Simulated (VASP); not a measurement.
OSZICAR of a VASP run on NiAl (CsCl type):

OSZICAR:
```
       N       E                     dE             d eps       ncg     rms          rms(c)
DAV:   1     0.404571346907E+02    0.40457E+02   -0.57763E+03  1696   0.137E+03
DAV:   2    -0.106838810893E+02   -0.51141E+02   -0.48447E+02  1684   0.207E+02
DAV:   3    -0.119334631738E+02   -0.12496E+01   -0.12382E+01  1992   0.421E+01
DAV:   4    -0.119523415355E+02   -0.18878E-01   -0.18845E-01  1910   0.464E+00
DAV:   5    -0.119529543434E+02   -0.61281E-03   -0.61280E-03  1936   0.888E-01    0.118E+01
DAV:   6    -0.138466669257E+02   -0.18937E+01   -0.58158E+01  1880   0.131E+02    0.157E+01
DAV:   7    -0.105629651845E+02    0.32837E+01   -0.16614E+01  1858   0.783E+01    0.107E+00
DAV:   8    -0.105565804543E+02    0.63847E-02   -0.41475E-01  2060   0.809E+00    0.991E-01
DAV:   9    -0.105430837646E+02    0.13497E-01   -0.52988E-02  1960   0.375E+00    0.177E-01
DAV:  10    -0.105427360026E+02    0.34776E-03   -0.12418E-03  1936   0.520E-01    0.779E-02
DAV:  11    -0.105427292895E+02    0.67131E-05   -0.48154E-05  2382   0.856E-02    0.244E-02
DAV:  12    -0.105427276363E+02    0.16532E-05   -0.18337E-06  2028   0.244E-02    0.332E-03
DAV:  13    -0.105427271198E+02    0.51644E-06   -0.22935E-07  1078   0.586E-03    0.150E-03
DAV:  14    -0.105427271164E+02    0.34620E-08   -0.78363E-08   864   0.258E-03
   1 F= -.10542727E+02 E0= -.10542828E+02  d E =0.301862E-03
```

Problem. Which electronic solver shows in the log?

Solution. It is blocked Davidson (ALGO = Normal, or the opening steps of other solvers). The INCAR had ALGO = Normal.

Problem. How was spin treated?

Solution. Without spin polarisation: there is no mag entry.

Problem. Can the final energy be trusted as converged?

Solution. The calculation finished and met its thresholds. It stopped with EDIFF = 1E-7, NELM = 100 (PBE GGA, plane waves, VASP's PBE PAW potentials (set 64)).

The compound is NiAl in the CsCl type structure. It was relaxed first. The run is not spin-polarised, so no magnetic state was tried. The electron count is odd and the run is not spin-polarised, which forces a metal.
